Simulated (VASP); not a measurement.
Input of a VASP 6.6.1 run:

The input INCAR:

```
PREC = Accurate
ENCUT = 520
EDIFF = 1E-7
ISMEAR = -1
SIGMA = 0.05
LREAL = F
LASPH = T
NELM = 60
ALGO = Normal
ISIF = 2
LWAVE = F
LCHARG = F
GGA = PE
NBANDS = 20
```

File KPOINTS:

```
Automatic mesh
0
Gamma
  7 7 7
```

Contents of POSCAR:

```
BePtC3
1.0
    3.6083000000      0.0000000000      0.0000000000
    0.0000000000      3.6083000000      0.0000000000
    0.0000000000      0.0000000000      3.6083000000
Be Pt C
1 1 3
Direct
    0.5000000000      0.5000000000      0.5000000000
    0.0000000000      0.0000000000      0.0000000000
    0.5000000000      0.5000000000      0.0000000000
    0.0000000000      0.5000000000      0.5000000000
    0.5000000000      0.0000000000      0.5000000000
```

Potentials or basis: VASP PAW PBE potentials, release 64 (Be, Pt, C).

Command:

```console
$ cat potpaw_PBE.64/Be/POTCAR potpaw_PBE.64/Pt/POTCAR potpaw_PBE.64/C/POTCAR > POTCAR
$ mpirun -np 1 vasp_std > vasp.out
```

Problem. Estimate the pressure.

Solution. -0.1 GPa.

Problem. Estimate the band gap on the k mesh.

Solution. None (metal or under the smearing width).

The run has no spin-orbit coupling, so splittings on Pt are missing.
